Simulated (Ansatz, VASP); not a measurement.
Nb2W: VASP beside Ansatz

The input INCAR:

```
SYSTEM = Nb2W
PREC = Accurate
ENCUT = 600
EDIFF = 1E-6
ISMEAR = 0
SIGMA = 0.1
LREAL = .False.
LASPH = .True.
NELM = 100
ALGO = Normal
ISIF = 3
LWAVE = .False.
LCHARG = .False.
GGA = PE
IBRION = 2
NSW = 100
EDIFFG = -0.01
```

KPOINTS

```
regular mesh
0
Gamma
  12 12 4
  0 0 0
```

The input POSCAR:

```
Nb2W
1.0
    3.0984859637      0.0000000000      0.0000000000
   -1.5492429819      2.6833675579      0.0000000000
    0.0000000000      0.0000000000     13.0555047589
Nb W
4 2
Direct
    0.3333333333      0.6666666667      0.5909957355
    0.6666666667      0.3333333333      0.0909957355
    0.3333333333      0.6666666667      0.9090042645
    0.6666666667      0.3333333333      0.4090042645
    0.3333333333      0.6666666667      0.2500000000
    0.6666666667      0.3333333333      0.7500000000
```

Input for Ansatz:

```yaml
crystal:
  lattice:
    - [3.0984859637, 0.0, 0.0]
    - [-1.5492429819, 2.6833675579, 0.0]
    - [0.0, 0.0, 13.0555047589]
  atoms:
    - { symbol: Nb, position: [0.3333333333, 0.6666666667, 0.5909957355] }
    - { symbol: Nb, position: [0.6666666667, 0.3333333333, 0.0909957355] }
    - { symbol: Nb, position: [0.3333333333, 0.6666666667, 0.9090042645] }
    - { symbol: Nb, position: [0.6666666667, 0.3333333333, 0.4090042645] }
    - { symbol: W, position: [0.3333333333, 0.6666666667, 0.25] }
    - { symbol: W, position: [0.6666666667, 0.3333333333, 0.75] }
basis:
  ecutwfc: 420
kpoints:
  mp_grid: { grid: [12, 12, 4] }
hamiltonian:
  xc: pbe
scf:
  occupations: { method: gaussian, width: 0.1 }
output:
  forces: true
  stress: true
  eigenvalues: true
  write_density: true
  write_potential: true
  elf: true
  volumetric_format: npy
relax:
  adjacent_minimum: "off"
  f_tol: 0.01
  max_steps: 80
  cell: { stress_tol: 0.05 }
```

Alike in both runs: task relaxation of cell and atoms; functional PBE; k mesh 12 × 12 × 4; occupations gaussian, width 0.1 eV; no spin polarisation.

|  | VASP | Ansatz |
| --- | --- | --- |
| version | VASP 6.6.1 | Ansatz 0.2.0 |
| potentials or method | VASP PAW PBE potentials, release 64 (Nb_sv, W_sv) | scalar-relativistic, plane waves, PAW |
| plane-wave cutoff (eV) | 600 | 420 |
| valence electrons in the cell | 80 | 80 |

```tsv
	VASP	Ansatz	Ansatz less VASP
gap on the k mesh at the Fermi level, each at its own relaxed structure (eV)	none	none	-
relaxed volume (Å³/atom)	18.03	18.04	+0.011
relaxed cell length with the largest relative difference (Å)	13.138	13.141	+0.0029
```

A gap of «none» marks a metal or a gap that the smearing closes.

Spin-orbit coupling is left out, which matters for the levels of W.
